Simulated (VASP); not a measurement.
Computed with PBEsol GGA, VASP's PBE PAW potentials (set 64) (plane waves; VASP).

The input files of a VASP run:

### INCAR
```
# general
SYSTEM  = PbO monolayer
PREC    = Normal
ENCUT   = 500   # plane-wave cut-off (eV)
LREAL   = .False.   # projection in real space or not
LASPH   = .True.   # aspherical one-centre terms

# electronic loop
EDIFF   = 1E-6
NELM    = 100   # most electronic steps
NELMIN  = 4
ALGO    = Normal   # blocked Davidson
LMAXMIX = 4   # l cut-off of mixed one-centre charges

# smearing
ISMEAR  = 0   # Gaussian
SIGMA   = 0.05   # width (eV)

# functional
GGA     = PS   # PBEsol

# output
LWAVE   = .False.
LCHARG  = .False.
LORBIT  = 11   # lm-projected
LVHAR   = .True.
```

### POSCAR
```
PbO monolayer
1
    3.9832614255     0.0000000000     0.0000000000
    0.0000000000     3.9832614255    -0.0000000000
    0.0000000000     0.0000000000    18.4636548340
Pb O
2 2
Direct
  0.5000000000   0.0000000000   0.4353029644
  0.0000000000   0.5000000000   0.5646970356
  0.5000000000   0.5000000000   0.5000000000
  0.0000000000   0.0000000000   0.5000000000
```

### KPOINTS
```
K-points
0
Gamma
12 12 1
0 0 0
```

POTCAR, in this order: Pb_d O (PBE.64 set). Program: vasp_std. Read from the step before: WAVECAR.

Output of the run:

### OSZICAR
```
       N       E                     dE             d eps       ncg     rms          rms(c)
DAV:   1    -0.227193310426E+02   -0.22719E+02   -0.20981E-03  1592   0.718E-01    0.199E-03
DAV:   2    -0.227193308477E+02    0.19498E-06   -0.96909E-07  1176   0.140E-02    0.112E-03
DAV:   3    -0.227193309518E+02   -0.10410E-06   -0.26089E-07  1160   0.713E-03    0.575E-04
DAV:   4    -0.227193309952E+02   -0.43428E-07   -0.77670E-08   904   0.445E-03
   1 F= -.22719331E+02 E0= -.22719331E+02  d E =-.214182E-12
```

### OUTCAR
```
------------------------ aborting loop because EDIFF is reached ----------------------------------------
  FORCE on cell =-STRESS in cart. coord.  units (eV):
  Direction    XX          YY          ZZ          XY          YZ          ZX
  --------------------------------------------------------------------------------------
  Total       -0.2551661     -0.2551661     -0.1547352      0.0000000      0.0000000      0.0000000
  in kB       -1.3955272     -1.3955272     -0.8462611      0.0000000      0.0000000      0.0000000
  external PRESSURE =      -1.2124385 kB  Pullay stress =       0.0000000 kB
  volume of cell :      292.95
      direct lattice vectors                 reciprocal lattice vectors
     3.983261425  0.000000000  0.000000000     0.251050557  0.000000000  0.000000000
     0.000000000  3.983261425  0.000000000     0.000000000  0.251050557  0.000000000
     0.000000000  0.000000000 18.463654834     0.000000000  0.000000000  0.054160458
 POSITION                                       TOTAL-FORCE (eV/Angst)
 -----------------------------------------------------------------------------------
      1.99163      0.00000      8.03728         0.000000      0.000000      0.025602
      0.00000      1.99163     10.42637         0.000000      0.000000     -0.025602
      1.99163      1.99163      9.23183        -0.000000      0.000000      0.000000
      0.00000      0.00000      9.23183         0.000000      0.000000      0.000000
 -----------------------------------------------------------------------------------
    total drift:                                0.000000      0.000000     -0.000000
  FREE ENERGIE OF THE ION-ELECTRON SYSTEM (eV)
  ---------------------------------------------------
  free  energy   TOTEN  =       -22.7193309952 eV

  energy  without entropy=      -22.7193309952  energy(sigma->0) =      -22.71933100

 total charge

# of ion       s       p       d       tot
------------------------------------------
    1        1.376   0.624   9.873  11.873
    2        1.376   0.624   9.873  11.873
    3        1.575   3.375   0.000   4.951
    4        1.575   3.375   0.000   4.951
--------------------------------------------------
tot          5.902   7.999  19.746  33.647
```
(Selected blocks of OUTCAR.)

The cell is a sheet with vacuum, built from PbO (litharge).
